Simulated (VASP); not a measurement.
Output of a VASP run:

OUTCAR:
```
 ion  position               nearest neighbor table
   1  0.000  0.000  0.000-   2 3.01   2 3.01   2 3.01   2 3.01   2 3.01   2 3.01
   2  0.500  0.500  0.500-   1 3.01   1 3.01   1 3.01   1 3.01   1 3.01   1 3.01
  LATTYP: Found a face centered cubic cell.
 ALAT       =     6.0148347360
 Subroutine PRICEL returns:
 Original cell was already a primitive cell.
 Subroutine GETGRP returns: Found 48 space group operations
The static configuration has the point symmetry O_h .
The dynamic configuration has the point symmetry O_h .
 Subroutine INISYM returns: Found 48 space group operations
 Subroutine IBZKPT returns following result:
 Found     29 irreducible k-points:

 Following reciprocal coordinates:
            Coordinates               Weight
  0.000000  0.000000  0.000000      1.000000
  0.125000  0.000000  0.000000      8.000000
  0.250000  0.000000  0.000000      8.000000
  0.375000  0.000000  0.000000      8.000000
  0.500000  0.000000  0.000000      4.000000
  0.125000  0.125000  0.000000      6.000000
  0.250000  0.125000  0.000000     24.000000
  0.375000  0.125000  0.000000     24.000000
  0.500000  0.125000  0.000000     24.000000
 -0.375000  0.125000  0.000000     24.000000
 -0.250000  0.125000  0.000000     24.000000
 -0.125000  0.125000  0.000000     12.000000
  0.250000  0.250000  0.000000      6.000000
  0.375000  0.250000  0.000000     24.000000
  0.500000  0.250000  0.000000     24.000000
 -0.375000  0.250000  0.000000     24.000000
 -0.250000  0.250000  0.000000     12.000000
  0.375000  0.375000  0.000000      6.000000
  0.500000  0.375000  0.000000     24.000000
 -0.375000  0.375000  0.000000     12.000000
  0.500000  0.500000  0.000000      3.000000
  0.375000  0.250000  0.125000     24.000000
  0.500000  0.250000  0.125000     48.000000
 -0.375000  0.250000  0.125000     24.000000
  0.500000  0.375000  0.125000     24.000000
 -0.375000  0.375000  0.125000     48.000000
 -0.250000  0.375000  0.125000     24.000000
 -0.375000  0.500000  0.125000     12.000000
 -0.250000  0.500000  0.250000      6.000000
   k-points           NKPTS =     29   k-points in BZ     NKDIM =     29   number of bands    NBANDS=     14
   number of dos      NEDOS =    301   number of ions     NIONS =      2
   total plane-waves  NPLWV =  32768
   dimension x,y,z NGX =    32 NGY =   32 NGZ =   32
   dimension x,y,z NGXF=    64 NGYF=   64 NGZF=   64
   ions per type =               1   1
   PREC   = accura    normal or accurate (medium, high low for compatibility)
   ISTART =      0    job   : 0-new  1-cont  2-samecut
   ICHARG =      2    charge: 1-file 2-atom 10-const
   ISPIN  =      1    spin polarized calculation?
   LNONCOLLINEAR =      F non collinear calculations
   LSORBIT =      F    spin-orbit coupling
   INIWAV =      1    electr: 0-lowe 1-rand  2-diag
   ENCUT  =  520.0 eV  38.22 Ry    6.18 a.u.   7.91  7.91  7.91*2*pi/ulx,y,z
   NELM   =    100;   NELMIN=  2; NELMDL= -5     # of ELM steps
   EDIFF  = 0.1E-06   stopping-criterion for ELM
   LREAL  =      F    real-space projection
   NLSPLINE    = F    spline interpolate recip. space projectors
   LMAXMIX     =    4 max onsite mixed and CHGCAR
   VOSKOWN=      0    Vosko Wilk Nusair interpolation
   EDIFFG = 0.1E-05   stopping-criterion for IOM
   NSW    =      0    number of steps for IOM
   NBLOCK =      1;   KBLOCK =      1    inner block; outer block
   IBRION =     -1    ionic relax: 0-MD 1-quasi-New 2-CG
   NFREE  =      0    steps in history (QN), initial steepest desc. (CG)
   ISIF   =      2    stress and relaxation
   ISYM   =      2    0-nonsym 1-usesym 2-fastsym
   TEIN   =    0.0    initial temperature
   TEBEG  =    0.0;   TEEND  =   0.0 temperature during run
   SMASS  =  -3.00    Nose mass-parameter (am)
   PSTRESS=    0.0 pullay stress
   NELECT =      20.0000    total number of electrons
   EFERMI =   0.00;   METHOD = LEGACY
   ISMEAR =     0;   SIGMA  =   0.05  broadening in eV -4-tet -1-fermi 0-gaus
   IALGO  =     38    algorithm
...
```

### OSZICAR
```
       N       E                     dE             d eps       ncg     rms          rms(c)
DAV:   1     0.157166690944E+03    0.15717E+03   -0.98291E+03   812   0.149E+03
DAV:   2     0.285871137934E+01   -0.15431E+03   -0.15016E+03   902   0.350E+02
DAV:   3    -0.952366360791E+01   -0.12382E+02   -0.12066E+02  1028   0.104E+02
DAV:   4    -0.985285097159E+01   -0.32919E+00   -0.32900E+00   936   0.204E+01
DAV:   5    -0.986598187493E+01   -0.13131E-01   -0.13131E-01  1134   0.383E+00    0.404E+00
DAV:   6    -0.943148790030E+01    0.43449E+00   -0.13900E+00  1214   0.927E+00    0.273E+00
DAV:   7    -0.942908062659E+01    0.24073E-02   -0.11629E-01   858   0.197E+00    0.154E+00
DAV:   8    -0.942889033225E+01    0.19029E-03   -0.12587E-02   950   0.134E+00    0.231E-01
DAV:   9    -0.942858565342E+01    0.30468E-03   -0.24545E-03  1188   0.438E-01    0.833E-02
DAV:  10    -0.942867960573E+01   -0.93952E-04   -0.21239E-04   890   0.105E-01    0.407E-02
DAV:  11    -0.942867889132E+01    0.71441E-06   -0.17548E-05  1022   0.509E-02    0.657E-03
DAV:  12    -0.942867910876E+01   -0.21744E-06   -0.10210E-06   962   0.138E-02    0.524E-03
DAV:  13    -0.942867900314E+01    0.10561E-06   -0.25925E-07   766   0.280E-03    0.108E-03
DAV:  14    -0.942867899266E+01    0.10486E-07   -0.39478E-08   658   0.173E-03
   1 F= -.94286790E+01 E0= -.94286790E+01  d E =-.499049E-10
```

File OUTCAR:
```
------------------------ aborting loop because EDIFF is reached ----------------------------------------
  FORCE on cell =-STRESS in cart. coord.  units (eV):
  Direction    XX          YY          ZZ          XY          YZ          ZX
  --------------------------------------------------------------------------------------
  Total       -1.0329634     -1.0329634     -1.0329634     -0.0000000      0.0000000     -0.0000000
  in kB      -30.4217659    -30.4217659    -30.4217659     -0.0000000      0.0000000     -0.0000000
  external PRESSURE =     -30.4217659 kB  Pullay stress =       0.0000000 kB
  volume of cell :       54.40
      direct lattice vectors                 reciprocal lattice vectors
     0.000000000  3.007417368  3.007417368    -0.166255607  0.166255607  0.166255607
     3.007417368  0.000000000  3.007417368     0.166255607 -0.166255607  0.166255607
     3.007417368  3.007417368  0.000000000     0.166255607  0.166255607 -0.166255607
  FREE ENERGIE OF THE ION-ELECTRON SYSTEM (eV)
  ---------------------------------------------------
  free  energy   TOTEN  =        -9.4286789927 eV

  energy  without entropy=       -9.4286789926  energy(sigma->0) =       -9.42867899
```
(Selected blocks of OUTCAR.)

File POSCAR:
```
PbS
1
    0.0000000000     3.0074173680     3.0074173680
    3.0074173680     0.0000000000     3.0074173680
    3.0074173680     3.0074173680     0.0000000000
Pb S
1 1
Direct
  0.0000000000   0.0000000000   0.0000000000
  0.5000000000   0.5000000000   0.5000000000
```

Q: Write an INCAR and KPOINTS that could have produced this output.

A: Several could match; the one computed here: the input of the run itself, PBEsol GGA, plane waves, VASP's PBE PAW potentials (set 64).

File KPOINTS:
```
Automatic mesh
0
G
 8 8 8
```

INCAR:
```
SYSTEM = PbS
PREC = Accurate
ENCUT = 520
EDIFF = 1E-7
NELM = 100
ALGO = Normal
LREAL = .FALSE.
LASPH = .TRUE.
ISMEAR = 0
SIGMA = 0.05
GGA = PS
LMAXMIX = 4
LWAVE = .FALSE.
LCHARG = .FALSE.
ISIF = 2
```

POTCAR, in this order: Pb_d S (PBE.64 set). Program: vasp_std.

The compound is PbS in the rock salt structure. This cell is one point of a volume scan, at 1.06 of the reference volume.
